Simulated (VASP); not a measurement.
```yaml
crystal:
  lattice:
    - [-1.62791, 1.62791, 1.62791]
    - [1.62791, -1.62791, 1.62791]
    - [1.62791, 1.62791, -1.62791]
  atoms:
    - { symbol: Nb, position: [0.00000, 0.00000, 0.00000] }
```

These are PBE GGA, VASP's PBE PAW potentials (set 64) (plane waves; VASP) values and carry that method's errors. Settings: 480 eV cut-off, 14×14×14 Γ-centred mesh, first-order Methfessel-Paxton smearing of 0.10 eV, potentials Nb_sv.

Task: Give the stress tensor in GPa (positive for a compressed cell).

Result: 
```
8.70  0.00  0.00
0.00  8.70  0.00
0.00  0.00  8.70
```
The pressure is its mean diagonal, 8.70 GPa.

The compound is Nb in the bcc structure. This cell was strained or had an atom moved on purpose.
